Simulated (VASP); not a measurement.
Level of theory: PBE GGA, VASP's PBE PAW potentials (set 64) (plane waves; VASP).

The input files of a VASP run:

File POSCAR:
```
V
2.4892560
  1.0000000000   0.0000000000   0.0000000000
  0.0000000000   1.0000000000   0.0000000000
  0.0000000000   0.0000000000   1.0000000000
V
1
Cart
  0.0000000000   0.0000000000   0.0000000000
```

**KPOINTS**
```
Regular mesh
0
gamma
  11 11 11
0 0 0
```

### INCAR
```
ALGO = Normal
EDIFF = 1E-6
ENCUT = 400
GGA = PE
ISIF = 2
ISMEAR = 1
ISPIN = 2
LASPH = .TRUE.
LCHARG = .FALSE.
LMAXMIX = 4
LORBIT = 10
LREAL = .FALSE.
LWAVE = .FALSE.
MAGMOM = 2.0
NELM = 100
PREC = Accurate
SIGMA = 0.1
SYSTEM = V
```

POTCAR, in this order: V_sv (PBE.64 set). Program: vasp_std.

The run wrote:

File OSZICAR:
```
       N       E                     dE             d eps       ncg     rms          rms(c)
DAV:   1     0.772476874810E+02    0.77248E+02   -0.63028E+03  2483   0.105E+03
DAV:   2    -0.730859480705E+01   -0.84556E+02   -0.81713E+02  2518   0.308E+02
DAV:   3    -0.852773821075E+01   -0.12191E+01   -0.12107E+01  2584   0.440E+01
DAV:   4    -0.853385329567E+01   -0.61151E-02   -0.61149E-02  2596   0.335E+00
DAV:   5    -0.853392103599E+01   -0.67740E-04   -0.67740E-04  2617   0.337E-01    0.168E+01
DAV:   6    -0.806805147322E+01    0.46587E+00   -0.38333E+00  2506   0.255E+01    0.302E+00
DAV:   7    -0.813386229275E+01   -0.65811E-01   -0.19636E-01  2488   0.448E+00    0.242E+00
DAV:   8    -0.814213907344E+01   -0.82768E-02   -0.56420E-03  2539   0.116E+00    0.105E+00
DAV:   9    -0.814088645635E+01    0.12526E-02   -0.35935E-03  2491   0.799E-01    0.434E-01
DAV:  10    -0.814203104401E+01   -0.11446E-02   -0.82692E-04  2491   0.439E-01    0.535E-02
DAV:  11    -0.814203263716E+01   -0.15931E-05   -0.27897E-05  2509   0.582E-02    0.275E-02
DAV:  12    -0.814202901952E+01    0.36176E-05   -0.31509E-06  2477   0.203E-02    0.150E-02
DAV:  13    -0.814202709190E+01    0.19276E-05   -0.13585E-06  1846   0.132E-02    0.262E-03
DAV:  14    -0.814202714110E+01   -0.49194E-07   -0.82367E-08  1238   0.394E-03
   1 F= -.81420271E+01 E0= -.81425966E+01  d E =0.170835E-02  mag=    -0.0000
```

File OUTCAR:
```
------------------------ aborting loop because EDIFF is reached ----------------------------------------
  FORCE on cell =-STRESS in cart. coord.  units (eV):
  Direction    XX          YY          ZZ          XY          YZ          ZX
  --------------------------------------------------------------------------------------
  Total       -0.6601908     -0.6601908     -0.6601908      0.0000000      0.0000000     -0.0000000
  in kB      -68.5758788    -68.5758788    -68.5758788      0.0000000      0.0000000     -0.0000000
  external PRESSURE =     -68.5758788 kB  Pullay stress =       0.0000000 kB
  volume of cell :       15.42
      direct lattice vectors                 reciprocal lattice vectors
     2.489256000  0.000000000  0.000000000     0.401726460  0.000000000  0.000000000
     0.000000000  2.489256000  0.000000000     0.000000000  0.401726460  0.000000000
     0.000000000  0.000000000  2.489256000     0.000000000  0.000000000  0.401726460
 POSITION                                       TOTAL-FORCE (eV/Angst)
 -----------------------------------------------------------------------------------
      0.00000      0.00000      0.00000         0.000000      0.000000      0.000000
 -----------------------------------------------------------------------------------
    total drift:                                0.000000     -0.000000      0.000000
  FREE ENERGIE OF THE ION-ELECTRON SYSTEM (eV)
  ---------------------------------------------------
  free  energy   TOTEN  =        -8.1420271411 eV

  energy  without entropy=       -8.1437354862  energy(sigma->0) =       -8.14259659

 total charge

# of ion       s       p       d       tot
------------------------------------------
    1        2.344   6.152   3.158  11.654

 magnetization (x)

# of ion       s       p       d       tot
------------------------------------------
    1        0.000   0.000   0.000   0.000
```
(Selected blocks of OUTCAR.)

The structure was generated: V was put into the simple-cubic type (Pm-3m), which need not be its known phase. The cell was not relaxed at this level.
